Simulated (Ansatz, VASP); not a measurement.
# SiO2 (1T-SiO2 monolayer) in two plane-wave programs

Aim: how closely do two programs agree when they are given the same cell, functional and k mesh? The cell is taken from a series of runs on this material, whose earlier steps may have relaxed, scaled, displaced or heated it; both programs get it as it stands.

Program: Ansatz 0.2.0. Level of theory: plane waves, with VASP 6.6.1 beside it; single point at PBE with D3(BJ). Results are calculated unless marked as measured.

**1. The structure**

The cell holds 3 atoms: 2 O and 1 Si. Cell: a = 2.688 Å, b = 2.688 Å, c = 19.835 Å, α = 90.0°, β = 90.0°, γ = 120.0°. Vacuum lies along c.

**2. VASP: single point, PBE with D3(BJ)**

A single point gives forces, pressure and levels at one fixed geometry, so differences don't come from the geometry; what else differs is listed under the comparison.

Lines of VASP's logs that name or quote its potential files are left out, and so is its time.

Input file INCAR:

```
SYSTEM = SiO2
PREC = Accurate
ENCUT = 520
EDIFF = 1E-06
NELM = 120
ISMEAR = -1
SIGMA = 0.02585
LREAL = .FALSE.
ALGO = Normal
GGA = PE
IVDW = 12
NBANDS = 14
LORBIT = 11
LWAVE = .FALSE.
LCHARG = .FALSE.
ISIF = 2
LDIPOL = .TRUE.
IDIPOL = 3
DIPOL = 0.5 0.5 0.5
LVHAR = .TRUE.
LASPH = .TRUE.
GGA_COMPAT = .FALSE.
EFERMI = MIDGAP
NELMDL = -8
```

Input file POSCAR:

```
SiO2
1.0
    2.6878515281      0.0000000000      0.0000000000
   -1.3439257641      2.3277477050      0.0000000000
    0.0000000000      0.0000000000     19.8351005569
O Si
2 1
Direct
    0.6666666667      0.3333333333      0.4537410826
    0.3333333333      0.6666666667      0.5462589174
    0.0000000000      0.0000000000      0.5000000000
```

Input file KPOINTS:

```
Automatic mesh
0
Gamma
24 24 1
0 0 0
```

Potentials, in the order of the species: O and Si (PBE family, release 64).

Run with:

```bash
$ mpirun -np 1 vasp_std
```

Numbers of over 12 decimals in the logs are rounded to 6 here.

Output:

```text
[banner, memory and clock lines left out]
running    1 mpi-ranks, on    1 nodes
 distrk:  each k-point on    1 cores,    1 groups
 distr:  one band on    1 cores,    1 groups

 POSCAR found type information on POSCAR O Si
 POSCAR found :  2 types and       3 ions
 LDA part: xc-table for (Slater+PW92), standard interpolation
 POSCAR, INCAR and KPOINTS ok, starting setup
 FFT: planning ... GRIDC
 FFT: planning ... GRID_SOFT
 FFT: planning ... GRID
 WAVECAR not read
 entering main loop
       N       E                     dE             d eps       ncg     rms          rms(c)
DAV:   1     0.143304924108E+03    0.14330E+03   -0.64729E+03  1756   0.882E+02
DAV:   2    -0.114175241387E+02   -0.15472E+03   -0.13819E+03  2824   0.220E+02
DAV:   3    -0.247135578394E+02   -0.13296E+02   -0.13216E+02  2356   0.799E+01
DAV:   4    -0.249059235867E+02   -0.19237E+00   -0.19223E+00  2164   0.111E+01
DAV:   5    -0.249092850333E+02   -0.33614E-02   -0.33599E-02  2314   0.139E+00
DAV:   6    -0.249093732466E+02   -0.88213E-04   -0.88207E-04  2218   0.221E-01
DAV:   7    -0.249093761071E+02   -0.28605E-05   -0.28602E-05  2332   0.364E-02
DAV:   8    -0.249093762068E+02   -0.99685E-07   -0.99650E-07  1910   0.656E-03    0.117E+01
DAV:   9    -0.227346459061E+02    0.21747E+01   -0.64426E+00  2188   0.210E+01    0.539E+00
DAV:  10    -0.227642671509E+02   -0.29621E-01   -0.58569E-01  2314   0.471E+00    0.204E+00
DAV:  11    -0.227613760110E+02    0.28911E-02   -0.25488E-02  2272   0.154E+00    0.796E-01
DAV:  12    -0.227606152502E+02    0.76076E-03   -0.85439E-03  2350   0.839E-01    0.158E-01
DAV:  13    -0.227604150558E+02    0.20019E-03   -0.77208E-04  2314   0.213E-01    0.636E-02
DAV:  14    -0.227603636007E+02    0.51455E-04   -0.28458E-04  2392   0.141E-01    0.270E-02
DAV:  15    -0.227605693950E+02   -0.20579E-03   -0.67138E-05  2224   0.550E-02    0.211E-02
DAV:  16    -0.227606915777E+02   -0.12218E-03   -0.84315E-05  2026   0.503E-02    0.787E-03
DAV:  17    -0.227607910423E+02   -0.99465E-04   -0.11278E-05  2098   0.210E-02    0.484E-03
DAV:  18    -0.227608683355E+02   -0.77293E-04   -0.18416E-06  1882   0.756E-03    0.212E-03
DAV:  19    -0.227609375755E+02   -0.69240E-04   -0.32112E-06  1906   0.831E-03    0.790E-04
DAV:  20    -0.227609488859E+02   -0.11310E-04   -0.49582E-07  1778   0.350E-03    0.717E-04
DAV:  21    -0.227609563316E+02   -0.74457E-05   -0.35417E-07  1760   0.237E-03    0.376E-04
DAV:  22    -0.227609599372E+02   -0.36057E-05   -0.81979E-08  1658   0.133E-03    0.235E-04
DAV:  23    -0.227609619962E+02   -0.20589E-05   -0.63271E-08  1562   0.984E-04    0.228E-04
DAV:  24    -0.227609623573E+02   -0.36113E-06   -0.11206E-08  1718   0.626E-04
   1 F= -.23149376E+02 E0= -.23149376E+02  d E =0.000000E+00
```

From OUTCAR (step 2):

```text
ion  position               nearest neighbor table
   1  0.667  0.333  0.454-   3 1.80   3 1.80   3 1.80
   2  0.333  0.667  0.546-   3 1.80   3 1.80   3 1.80
   3  0.000  0.000  0.500-   1 1.80   2 1.80   1 1.80   2 1.80   1 1.80   2 1.80

  LATTYP: Found a hexagonal cell.
 ALAT       =     2.6878515281
 C/A-ratio  =     7.3795372808

 Subroutine GETGRP returns: Found 12 space group operations
 (whereof 12 operations were pure point group operations)

The static configuration has the point symmetry D_3d.

 Found     61 irreducible k-points:

   k-points           NKPTS =     61   k-points in BZ     NKDIM =     61   number of bands    NBANDS=     14

   dimension x,y,z NGX =    20 NGY =   20 NGZ =  150
   dimension x,y,z NGXF=    40 NGYF=   40 NGZF=  300

   ENCUT  =  520.0 eV  38.22 Ry    6.18 a.u.   5.00  5.00 36.88*2*pi/ulx,y,z

   NELECT =      16.0000    total number of electrons

 k-points in reciprocal lattice and weights: Automatic mesh
   0.00000000  0.00000000  0.00000000       0.002
   0.04166667  0.00000000  0.00000000       0.010
   0.08333333  0.00000000  0.00000000       0.010
   0.12500000  0.00000000  0.00000000       0.010
   0.16666667  0.00000000  0.00000000       0.010
   0.20833333  0.00000000  0.00000000       0.010
   0.25000000  0.00000000  0.00000000       0.010
   0.29166667  0.00000000  0.00000000       0.010
   0.33333333  0.00000000  0.00000000       0.010
[...]
0.33333333  0.29166667  0.00000000       0.021
   0.33333333  0.33333333  0.00000000       0.003

 dipolmoment           0.000000      0.000000      0.000000 electrons x Angstroem

 average (electrostatic) potential at core
       1 -79.6528       2 -79.6528       3 -94.2371

 E-fermi :  -2.7012

 k-point     1 :       0.0000    0.0000    0.0000
  band No.  band energies     occupation
    ...
      4      -7.9726      2.00000
      5      -7.9726      2.00000
      6      -6.9037      2.00000
      7      -6.9037      2.00000
      8      -6.6362      2.00000
      9       0.6482      0.00000
     10       2.4135      0.00000
     11       2.8104      0.00000
     12       2.8307      0.00000
     13       3.4748      0.00000
    ...

 k-point     2 :       0.0417    0.0000    0.0000
  band No.  band energies     occupation
    ...
      4      -8.1775      2.00000
      5      -8.0208      2.00000
      6      -7.0063      2.00000
      7      -6.8973      2.00000
      8      -6.5471      2.00000
      9       0.7637      0.00000
     10       2.4888      0.00000
     11       2.8770      0.00000
     12       2.8790      0.00000
     13       3.5199      0.00000
    ...

 k-point     3 :       0.0833    0.0000    0.0000
  band No.  band energies     occupation
    ...
      4      -8.6711      2.00000
      5      -8.1528      2.00000
      6      -7.2950      2.00000
      7      -6.8871      2.00000
      8      -6.3756      2.00000
      9       1.0793      0.00000
     10       2.6799      0.00000
     11       3.0199      0.00000
     12       3.0936      0.00000
     13       3.6531      0.00000
    ...

 Edisp (eV)   -0.38841

  Total       0.17862     0.17862    -0.01722    -0.00000     0.00000     0.00000
  in kB       2.30599     2.30599    -0.22232    -0.00000     0.00000     0.00000
  external pressure =        1.46 kB  Pullay stress =        0.00 kB

  energy-cutoff  :      520.00
  volume of cell :      124.10
      direct lattice vectors                 reciprocal lattice vectors
     2.687851528  0.000000000  0.000000000     0.372044359  0.214799911  0.000000000
    -1.343925764  2.327747705  0.000000000     0.000000000  0.429599822  0.000000000
     0.000000000  0.000000000 19.835100557     0.000000000  0.000000000  0.050415676

 POSITION                                       TOTAL-FORCE (eV/Angst)
 -----------------------------------------------------------------------------------
      1.34393      0.77592      9.00000         0.000000     -0.000000     -0.020766
     -0.00000      1.55183     10.83510        -0.000000      0.000000      0.020766
      0.00000      0.00000      9.91755         0.000000      0.000000      0.000000
 -----------------------------------------------------------------------------------
    total drift:                               -0.000000     -0.000000      0.000000

  FREE ENERGIE OF THE ION-ELECTRON SYSTEM (eV)
  ---------------------------------------------------
  free  energy   TOTEN  =       -23.1493762033 eV

  energy  without entropy=      -23.1493762033  energy(sigma->0) =      -23.14937620

 vacuum level on the upper side and lower side of the slab         2.960         2.960

 total charge
# of ion       s       p       d       tot
------------------------------------------
    1        1.565   3.604   0.000   5.169
    2        1.565   3.604   0.000   5.169
    3        0.603   0.871   0.000   1.474
--------------------------------------------------
tot          3.733   8.079   0.000  11.812

[... 3 further parts left out ...]
```

**3. Ansatz: single point, PBE with D3(BJ)**

Ansatz runs on its PAW soft_1 files.

The same cell, functional, mesh and smearing now go to Ansatz, which takes its cutoff from its data sets.

Input file input.yaml:

```yaml
crystal:
  lattice:
    - [2.6878515281, 0.0, 0.0]
    - [-1.3439257641, 2.327747705, 0.0]
    - [0.0, 0.0, 19.8351005569]
  atoms:
    - { symbol: O, position: [0.6666666667, 0.3333333333, 0.4537410826] }
    - { symbol: Si, position: [0.0, 0.0, 0.5] }
    - { symbol: O, position: [0.3333333333, 0.6666666667, 0.5462589174] }
kpoints:
  mp_grid: { grid: [24, 24, 1] }
  band_path:
    path: [[0, 0, 0], [0.5, 0, 0], [0.33333333, 0.33333333, 0], [0, 0, 0]]
    npoints: 16
hamiltonian:
  xc: pbe
  dispersion: d3bj
  pseudopotentials: { kind: paw, azcp: { folder: soft_1 } }
scf:
  occupations: { method: fermi_dirac, width: 0.02585 }
  convergence: { dr2_threshold: 1.0e-10 }
efield:
  axis: 3
  dipole_correction: true
  ramp_position: 0.97
  ramp_width: 0.06
  amplitude: 0
output:
  dos: { projected: true, e_range: [-6, 5] }
  write_potential: true
  write_density: true
  volumetric_format: npy
  elf: true
```

Run with:

```bash
$ ansatz run input.yaml --threads 2 --pin off --max-ram 3072MiB --backend cpu --events-out ev --progress --plain --runs-dir out
```

Output:

```text
Engine: ansatz 0.2.0, aarch64-unknown-linux-gnu
Pseudopotentials: kind: paw
Pseudopotential: O, paw, valence charge 6, recommended cutoff 420 eV (normal), soft_1/O.paw.azcp
Pseudopotential: Si, paw, valence charge 4, recommended cutoff 420 eV (normal), soft_1/Si.paw.azcp
Functional definition: PBE
  parameter kappa = 0.804
  parameter beta = 0.066725
  exchange = pbe_x(kappa = kappa, mu = beta*pi^2/3)
  correlation = pbe_c(beta = beta)
Crystal: 3 atoms, lattice volume = 124.101 Å³
Basis set: ecut = 420 eV, 2485 PW (Γ)
Bands: 12, of which v1, the nominal top of the filled ones, is band 8 counted from 1 (7 counted from 0)
Symmetry: 6 space group operations
k-points: 61 of 576 (time reversal used)
Non-local potential: O, projectors of the file, l = 0: 2, l = 1: 2, l = 2: 1
Non-local potential: Si, projectors of the file, l = 0: 2, l = 1: 2, l = 2: 1
PAW form: soft (Blöchl's): semilocal exchange-correlation on the pseudo side does not see the compensation charge
PAW one-centre angular grid: O, 110 points (default); XC on 64 Gauss nodes
PAW one-centre angular grid: Si, 110 points (default); XC on 64 Gauss nodes
Initial density: superposition of atomic densities (neutral atoms: chi_scale 0, normalization atom)
Initial wavefunctions: pseudopotential atomic-orbital guess
Functional: x = pbe(κ = 0.804, μ = 0.219515), c = pbe(β = 0.066725)
SCF iter   1: F=—  HF=-1775.600645 eV  |F-HF|=—  |Δ(HF+E_count)|=         —  Δρ=8.10e-2  dr2=6.97e0  ethr=3.10e-3  p=0.000 e·Å  D=6.25e-14 V/Å  ΔV_dip=-0.00 eV  dr2_dipole=3.47e-8  V_vac-E_F(+/−)=8.14/8.14 eV  ⟨swp⟩=10.3  Hψ=7285  notcnv=0
efield: sawtooth ramp at fractional position 0.9700 (set: `efield.ramp_position`, or a place that a band, a saddle search or an elastic batch's reference lends), width 0.0600; the density the first Hamiltonian is built on has a dipole p = 0.000 e·Å; the dipole correction subtracts the counter field D = 6.25e-14 V/Å, which shifts the + side's vacuum level by -0.00 eV against the − side's; the planar-averaged density in the ramp window peaks in size at 1.5e-6 e/Å³
preconditioner: auto → none  [insulator: Δε(μ)=8.262 eV  Ē_g=19.370 eV  σ=0.026 eV  W_gap=1.00  n_scr=12 (ndim 8)  ℏωp=13.3 eV  f_vac=0.731  D(μ)=0.00/eV (n_scr^D=0)  ε∞_Penn≈1.5]
SCF iter   2: F=—  HF=-1773.777846 eV  |F-HF|=—  |Δ(HF+E_count)|=    1.82e0  Δρ=3.87e-2  dr2=8.68e-1  ethr=3.10e-3  p=0.000 e·Å  D=1.59e-4 V/Å  ΔV_dip=-0.00 eV  dr2_dipole=1.46e-7  V_vac-E_F(+/−)=5.74/5.74 eV  ⟨swp⟩=4.8  Hψ=3013  notcnv=0
SCF iter   3: F=—  HF=-1773.544110 eV  |F-HF|=—  |Δ(HF+E_count)|=   2.34e-1  Δρ=1.20e-2  dr2=6.92e-2  ethr=3.10e-3  p=-0.000 e·Å  D=-7.29e-5 V/Å  ΔV_dip=0.00 eV  dr2_dipole=3.78e-8  V_vac-E_F(+/−)=5.84/5.84 eV  ⟨swp⟩=3.1  Hψ=1920  notcnv=0
SCF iter   4: F=—  HF=-1773.550006 eV  |F-HF|=—  |Δ(HF+E_count)|=   5.90e-3  Δρ=1.64e-3  dr2=3.02e-3  ethr=4.32e-4  p=0.000 e·Å  D=3.58e-4 V/Å  ΔV_dip=-0.01 eV  dr2_dipole=7.55e-7  V_vac-E_F(+/−)=5.67/5.68 eV  ⟨swp⟩=3.5  Hψ=1503  notcnv=0
SCF iter   5: F=—  HF=-1773.549810 eV  |F-HF|=—  |Δ(HF+E_count)|=   1.97e-4  Δρ=3.09e-4  dr2=6.03e-5  ethr=1.89e-5  p=-0.000 e·Å  D=-3.96e-4 V/Å  ΔV_dip=0.01 eV  dr2_dipole=9.21e-7  V_vac-E_F(+/−)=5.58/5.57 eV  ⟨swp⟩=3.9  Hψ=1700  notcnv=0
SCF iter   6: F=—  HF=-1773.549870 eV  |F-HF|=—  |Δ(HF+E_count)|=   6.07e-5  Δρ=3.65e-4  dr2=2.22e-4  ethr=3.77e-7  p=0.001 e·Å  D=1.81e-3 V/Å  ΔV_dip=-0.04 eV  dr2_dipole=2.02e-5  V_vac-E_F(+/−)=5.56/5.60 eV  ⟨swp⟩=3.8  Hψ=1768  notcnv=0
SCF iter   7: F=—  HF=-1773.549819 eV  |F-HF|=—  |Δ(HF+E_count)|=   5.15e-5  Δρ=8.93e-5  dr2=6.21e-6  ethr=3.77e-7  p=-0.000 e·Å  D=-1.13e-4 V/Å  ΔV_dip=0.00 eV  dr2_dipole=8.81e-8  V_vac-E_F(+/−)=5.58/5.58 eV  ⟨swp⟩=3.6  Hψ=1546  notcnv=0  defer=1
SCF iter   8: F=—  HF=-1773.549817 eV  |F-HF|=—  |Δ(HF+E_count)|=   1.48e-6  Δρ=9.65e-6  dr2=4.88e-8  ethr=3.88e-8  p=-0.000 e·Å  D=-1.29e-5 V/Å  ΔV_dip=0.00 eV  dr2_dipole=6.29e-10  V_vac-E_F(+/−)=5.58/5.58 eV  ⟨swp⟩=2.7  Hψ=1198  notcnv=0
SCF iter   9: F=—  HF=-1773.549817 eV  |F-HF|=—  |Δ(HF+E_count)|=   5.27e-7  Δρ=1.46e-6  dr2=2.91e-9  ethr=3.05e-10  p=0.000 e·Å  D=1.42e-5 V/Å  ΔV_dip=-0.00 eV  dr2_dipole=3.50e-10  V_vac-E_F(+/−)=5.58/5.58 eV  ⟨swp⟩=3.1  Hψ=1647  notcnv=0
SCF iter  10: F=-1773.549817 eV  HF=-1773.549817 eV  |F-HF|=2.27e-12  |Δ(HF+E_count)|=   1.12e-9  Δρ=3.46e-7  dr2=7.94e-11  ethr=1.00e-12  p=-0.000 e·Å  D=-4.51e-7 V/Å  ΔV_dip=0.00 eV  dr2_dipole=4.58e-13  V_vac-E_F(+/−)=5.58/5.58 eV  ⟨swp⟩=4.0  Hψ=4133  notcnv=0
SCF 1 converged in 10 iterations: F = -1773.549817 eV  dr2 = 7.94e-11
  greatest PAW one-centre occupation: 0.865 electrons in one spin orbital (limit 2), on the O atom at site 2 (counted from 0), in its partial waves of l = 0
NSCF: frozen V_eff on 49 k-points
efield: sawtooth ramp at fractional position 0.9700 (kept from the solve that this one continues, or follows in the run), width 0.0600; the density the first Hamiltonian is built on has a dipole p = -0.000 e·Å; the dipole correction subtracts the counter field D = -4.51e-7 V/Å, which shifts the + side's vacuum level by +0.00 eV against the − side's; the planar-averaged density in the ramp window peaks in size at 2.5e-6 e/Å³
WARN: The output density's exchange-correlation potential varies sharply where the density is thin. Do not read a vacuum level from v_tot or v_xc, or from such a field of the output density. On a cell that repeats whose density bears no net charge and no dipole along the vacuum's axis use v_es (v_loc + v_h of the components); under efield.dipole_correction with no amplitude use v_es + v_field, which holds any externa [...]
SCF converged after 10 iterations
Free energy (F): -1773.549817 eV
Harris-Foulkes:  -1773.549817 eV  (|F-HF|=2.27e-12)
Internal energy: -1773.549817 eV  (E = F + TS)
E sigma→0 (E₀):  -1773.549817 eV
Fermi energy:    -2.191327 eV
Dipole field:    D = 0.000001 V/Å  (p = 0.000000 e·Å, saw-weighted, corrected)
Work function:   Φ+ = 5.5797 eV   Φ− = 5.5795 eV
Levels:          The Fermi level and band energies are counted from a zero that moves with the ramp; work functions are not
--- Per-component energies (eV) ---
  E_band       = -200.379472
  E_kinetic    = 391.041548
  E_local      = -9287.911709  (includes V_loc(G=0)·N_el)
  E_nonlocal   = 124.297470
  E_hartree    = 4448.227622
  E_xc         = -202.528636
  E_vxc        = -234.642983  (∫ρ·V_xc dr)
  E_paw        = -837.958947  (= ΣΔE_a)
  E_vpaw       = -89.621056  (= ΣTr[D̂ρ^β])
  E_aug_tail   = 0.001591  (compensation charges beyond the density's cutoff)
  E_efield     = 0.000000  (sawtooth field / dipole correction)
  E_vefield    = 0.000000  (∫n·V_field dr)
  E_ewald      = 3591.669680
  E_disp       = -0.388436  (pairwise vdW)
  E_smearing   = -0.000000  (= −TS)
  E_closure    = -0.000000  (closes the sum)
  Σ components = -1773.549817   (vs F -1773.549817, Δ=0.00e0)
--- Band table (eV; the first three rows and the last of 61) ---
  k-point 0: bands = [... 4 lower, -7.5004, -6.4423, -6.4423, -6.1830, 1.1226, 2.8615, 3.1996, 3.2392]
  k-point 1: bands = [... 4 lower, -7.5488, -6.5441, -6.4357, -6.0944, 1.2374, 2.9324, 3.2480, 3.3103]
  k-point 2: bands = [... 4 lower, -7.6810, -6.8307, -6.4248, -5.9245, 1.5513, 3.1130, 3.3915, 3.5355]
  k-point 60: bands = [... 4 lower, -11.1184, -9.5133, -6.2109, -6.2109, 5.1017, 8.4254, 8.4427, 8.4427]
```

In the SCF lines HF is the Harris–Foulkes energy and dr2 the Hartree energy of the density residual, in eV; the loop may stop once dr2 is under the threshold and the program's other checks hold. Hψ counts applications of the Hamiltonian.

**4. Differences**

Known differences besides the potentials themselves: the cutoff is 420 eV in Ansatz and 520 eV in VASP. Total energies have different zeros and are not compared.

The two programs side by side:

```
              quantity  Ansatz   VASP  difference
gap on the k mesh (eV)   6.729  6.699      +0.030
```

A gap on the mesh is an upper bound, since the band edges may lie between its points. With vacuum in the cell, a pressure given here is an average over mostly empty space and none of the material.

**5. Outcome**

| Property | Result |
| --- | --- |
| difference in gap on the k mesh (single point, PBE with D3(BJ)) | 0.030 eV |

What this shows: The difference in gap on the k mesh is 0.030 eV (single point, PBE with D3(BJ)), within the 0.08 eV picked in this series as the mark of a large difference. How closely two codes agree says nothing of how well the functional describes the real material.

[Lines on the potential files, build, host, timing and source positions are cut from VASP's logs without a mark.]

[Logs are printed without paths, hosts, clocks, repeated set-up lines and the standing remarks that a program may print on its own settings, such as how far it seeks lower states.]

[Hosts, paths, dates, database ids (printed as entryN), source tags and the programs' standing remarks are cut or masked in the printed files.]
